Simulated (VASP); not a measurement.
Ti3Sn: phonons with PBEsol

Crystal: Ti3Sn.

```xyz
4
Lattice="0.0000 3.3052 3.3052 3.3052 0.0000 3.3052 3.3052 3.3052 0.0000" Properties=species:S:1:pos:R:3 pbc="T T T"
Ti    4.9578    4.9578    4.9578
Ti    1.6526    1.6526    1.6526
Ti    0.0000    0.0000    0.0000
Sn    3.3052    3.3052    3.3052
```

Measurements of this composition are mostly on another form, of space group No. 194.

| Property | Result |
| --- | --- |
| Program | VASP 6.6.1 |
| Task | phonons |
| Functional | PBEsol |
| Potentials or basis | VASP PAW PBE potentials, release 64 (Ti_sv, Sn_d) |
| Cutoff | 520 eV |
| k mesh | 7 × 7 × 7 |
| Occupations | methfessel-paxton, width 0.15 eV |
| Spin | no spin polarisation |
| Dipole correction | no |
| Further INCAR settings | ALGO = Normal; EDIFF = 1e-08; NBANDS = 33; IBRION = 8; NSW = 1 |

```json
{
 "Highest phonon frequency at Γ, LO-TO splitting left out": "232 cm⁻¹"
}
```

Phonon frequencies in cm⁻¹ (negative: imaginary):
```csv
q point,frequencies
"(0.000, 0.000, 0.000)",-1 -1 -1 142 142 142 151 151 151 232 232 232
```

It took 8.6 min on 1 thread of Intel(R) Xeon(R) 6975P-C (Granite Rapids), on a shared host, peak memory 0.46 GiB.

Caveat: the atoms weren't relaxed first, which shifts response properties.
